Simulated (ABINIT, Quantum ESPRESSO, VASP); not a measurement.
**One structure in several programs: SrO (Fm-3m, 2 atoms in the cell)**

Self-consistent single point.

```xyz
2
Lattice="0.0000 2.5800 2.5800 2.5800 0.0000 2.5800 2.5800 2.5800 0.0000" Properties=species:S:1:pos:R:3 pbc="T T T"
Sr     0.0000     0.0000     0.0000
O      2.5800     2.5800     2.5800
```

Shared settings, as Quantum ESPRESSO writes them: occupations = smearing; smearing = fd; degauss = 0.0036749 Ry; noncolin = true; lspinorb = true; K_POINTS = automatic 8 8 8 0 0 0. Potentials and cutoffs stand in the table.

| code | model | pressure (GPa) | gap on the mesh (eV) | cutoff |
|---|---|---|---|---|
| Quantum ESPRESSO | PBE, spin-orbit coupling, PseudoDojo fully relativistic norm-conserving (PBE) pseudopotentials | 1.62 | 3.305 | 85 Ry |
| ABINIT | PBE, spin-orbit coupling, norm-conserving pseudopotentials (PseudoDojo nc-fr-04 PBE standard) | 1.62 | 3.305 | 84 Ry |
| VASP | PBE, spin-orbit coupling, VASP's PBE PAW potentials (set 64) | – | 3.258 | 400 eV |

A dash marks a value that a program does not give, or that is left out as unsure.

Gaps are read on the mesh.

The spread over the programs that give each value: pressure within 0.00 GPa; gap on the mesh within 0.047 eV.

VASP's run is marked for a possible Pulay error in its stress at this cutoff; no cutoff test was made.

The starting cell has typed, rounded lattice constants, without a prior relaxation at this level.

Left out of this page: Ansatz, Elk, FLEUR and SIESTA (not drawn, or without a comparable value).
